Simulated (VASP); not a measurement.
Computed with modified Becke-Johnson potential (mBJ) with spin-orbit coupling, VASP's PBE PAW potentials (set 64) (plane waves; VASP 6.6.1).

The input files of a VASP run:

**INCAR**
```
ALGO = Normal
EDIFF = 1E-6
ENCUT = 350
GGA_COMPAT = .FALSE.
ISIF = 0
ISMEAR = 0
LASPH = .TRUE.
LCHARG = .FALSE.
LMAXMIX = 4
LMIXTAU = .TRUE.
LREAL = .FALSE.
LSORBIT = .TRUE.
LWAVE = .FALSE.
MAGMOM = 0 0 0 0 0 0
METAGGA = MBJ
NELM = 200
PREC = Accurate
SIGMA = 0.05
SYSTEM = CdSe
```

KPOINTS:
```
Automatic mesh
0
Gamma
6 6 6
0 0 0
```

### POSCAR
```
CdSe
1
    0.0000000000     3.0950869908     3.0950869908
    3.0950869908     0.0000000000     3.0950869908
    3.0950869908     3.0950869908     0.0000000000
Cd Se
1 1
Direct
  1.0000000000   0.0000000000   1.0000000000
  0.2500000000   0.2500000000   0.2500000000
```

File KPOINTS_OPT:
```
k-points along high-symmetry lines
11
Line-mode
Reciprocal
  0.000000   0.000000   0.000000 ! GAMMA
 -0.500000  -0.500000   0.000000 ! X

 -0.500000  -0.500000   0.000000 ! X
 -0.375000  -0.375000   0.250000 ! U

 -0.375000   0.000000   0.375000 ! K
  0.000000   0.000000   0.000000 ! GAMMA

  0.000000   0.000000   0.000000 ! GAMMA
  0.000000   0.000000   0.500000 ! L

  0.000000   0.000000   0.500000 ! L
 -0.500000  -0.250000   0.250000 ! W

 -0.500000  -0.250000   0.250000 ! W
 -0.500000  -0.500000   0.000000 ! X
```

POTCAR, in this order: Cd Se (PBE.64 set). Program: vasp_ncl. Read from the step before: WAVECAR.

Output

OSZICAR:
```
       N       E                     dE             d eps       ncg     rms          rms(c)
DAV:   1     0.392691156535E+03    0.39269E+03   -0.16074E+00  1144   0.160E+01    0.391E+00
DAV:   2     0.392480211677E+03   -0.21094E+00   -0.16888E+00  1156   0.138E+01    0.859E+00
DAV:   3     0.391971974140E+03   -0.50824E+00   -0.10821E-01  1166   0.389E+00    0.123E+01
DAV:   4     0.392546159772E+03    0.57419E+00   -0.54800E-02  1186   0.367E+00    0.803E+00
DAV:   5     0.393264575646E+03    0.71842E+00   -0.19518E-01  1152   0.427E+00    0.378E+00
DAV:   6     0.393852498693E+03    0.58792E+00   -0.94065E-02  1150   0.270E+00    0.645E-01
DAV:   7     0.393741610122E+03   -0.11089E+00   -0.30345E-02  1150   0.165E+00    0.165E+00
DAV:   8     0.393780832943E+03    0.39223E-01   -0.11680E-03  1174   0.301E-01    0.127E+00
DAV:   9     0.393898992423E+03    0.11816E+00   -0.26467E-03  1148   0.568E-01    0.379E-01
DAV:  10     0.393959221216E+03    0.60229E-01   -0.14440E-03  1156   0.292E-01    0.133E-01
DAV:  11     0.393965475904E+03    0.62547E-02   -0.23351E-04  1246   0.154E-01    0.121E-01
DAV:  12     0.393972206955E+03    0.67311E-02   -0.15626E-05  1202   0.322E-02    0.889E-02
DAV:  13     0.393984997322E+03    0.12790E-01   -0.21083E-05  1164   0.495E-02    0.124E-02
DAV:  14     0.393983368067E+03   -0.16293E-02   -0.17685E-05  1178   0.429E-02    0.329E-02
DAV:  15     0.393988917262E+03    0.55492E-02   -0.52888E-06  1156   0.296E-02    0.129E-02
DAV:  16     0.393987603505E+03   -0.13138E-02   -0.31210E-06  1174   0.212E-02    0.609E-03
DAV:  17     0.393988447985E+03    0.84448E-03   -0.55970E-07   814   0.858E-03    0.119E-03
DAV:  18     0.393988538170E+03    0.90185E-04   -0.11893E-07   764   0.382E-03    0.130E-03
DAV:  19     0.393988497106E+03   -0.41063E-04   -0.42396E-08   580   0.178E-03    0.373E-04
DAV:  20     0.393988522955E+03    0.25849E-04   -0.85240E-09   578   0.109E-03    0.941E-04
DAV:  21     0.393988445842E+03   -0.77113E-04   -0.15156E-09   578   0.511E-04    0.386E-04
DAV:  22     0.393988404089E+03   -0.41753E-04   -0.89847E-10   578   0.263E-04    0.196E-04
DAV:  23     0.393988381235E+03   -0.22853E-04   -0.18757E-10   578   0.125E-04    0.799E-05
DAV:  24     0.393988372950E+03   -0.82849E-05   -0.61998E-11   578   0.766E-05    0.322E-05
DAV:  25     0.393988361771E+03   -0.11179E-04   -0.30278E-11   578   0.650E-05    0.536E-05
DAV:  26     0.393988360346E+03   -0.14250E-05   -0.19416E-11   578   0.452E-05    0.514E-05
DAV:  27     0.393988364709E+03    0.43631E-05   -0.66770E-12   578   0.352E-05    0.545E-06
DAV:  28     0.393988365437E+03    0.72817E-06   -0.29616E-12   578   0.148E-05
   1 F= 0.39398837E+03 E0= 0.39398837E+03  d E =-.898758E-16  mag=     0.0000     0.0000    -0.0000
       N       E                     dE             ncg
       N       E                     dE             ncg
       N       E                     dE             ncg
```

File OUTCAR:
```
------------------------ aborting loop because EDIFF is reached ----------------------------------------
  volume of cell :       59.30
      direct lattice vectors                 reciprocal lattice vectors
     0.000000000  3.095086991  3.095086991    -0.161546348  0.161546348  0.161546348
     3.095086991  0.000000000  3.095086991     0.161546348 -0.161546348  0.161546348
     3.095086991  3.095086991  0.000000000     0.161546348  0.161546348 -0.161546348
  FREE ENERGIE OF THE ION-ELECTRON SYSTEM (eV)
  ---------------------------------------------------
  free  energy   TOTEN  =       393.9883654374 eV

  energy  without entropy=      393.9883654374  energy(sigma->0) =      393.98836544

     CMBJ =    1.0000

     CMBJA=   -0.0120

     CMBJB=    1.0230

     CMBJE=    0.5000

    CMBJ =    1.2784

 Ion:    1  E_soc:     -0.0506128

 Ion:    2  E_soc:     -0.0343379
```
(Selected blocks of OUTCAR.)

File OUTCAR:
```
 val. band max:        0.8937262830   @ k =   0.0000   0.0000   0.0000

 cond. band min:       2.6334010438   @ k =   0.0000   0.0000   0.0000


 Fermi energy:         1.1615777606

 k-point     1 :       0.0000    0.0000    0.0000
  band No.  band energies     occupation
      1     -11.2425      1.00000
      2     -11.2425      1.00000
      3      -7.2158      1.00000
      4      -7.2158      1.00000
      5      -7.2158      1.00000
      6      -7.2158      1.00000
      7      -6.6612      1.00000
      8      -6.6612      1.00000
      9      -6.4005      1.00000
     10      -6.4005      1.00000
     11      -6.4005      1.00000
     12      -6.4005      1.00000
     13       0.5663      1.00000
     14       0.5663      1.00000
     15       0.8937      1.00000
     16       0.8937      1.00000
     17       0.8937      1.00000
     18       0.8937      1.00000
     19       2.6334      0.00000
     20       2.6334      0.00000
     21       7.3105      0.00000
     22       7.3105      0.00000
     23       7.6612      0.00000
     24       7.6612      0.00000
     25       7.6612      0.00000
     26       7.6612      0.00000

 k-point     2 :       0.1667    0.0000    0.0000
  band No.  band energies     occupation
      1     -11.1731      1.00000
      2     -11.1731      1.00000
      3      -7.2208      1.00000
      4      -7.1931      1.00000
      5      -7.1551      1.00000
      6      -7.1551      1.00000
      7      -6.6152      1.00000
      8      -6.6152      1.00000
      9      -6.4034      1.00000
     10      -6.3926      1.00000
     11      -6.3926      1.00000
     12      -6.3670      1.00000
     13      -0.4885      1.00000
     14      -0.4885      1.00000
     15       0.5232      1.00000
     16       0.5232      1.00000
     17       0.7188      1.00000
     18       0.7384      1.00000
     19       3.6425      0.00000
     20       3.6425      0.00000
     21       7.3039      0.00000
     22       7.3039      0.00000
...
```

mBJ is a potential without an energy functional, so only the levels count.

The compound is CdSe in the zinc blende structure, whereas wurtzite is the usual form. It was relaxed first, which changed the volume by +7 %. The cell's shape comes from a PBE relaxation.
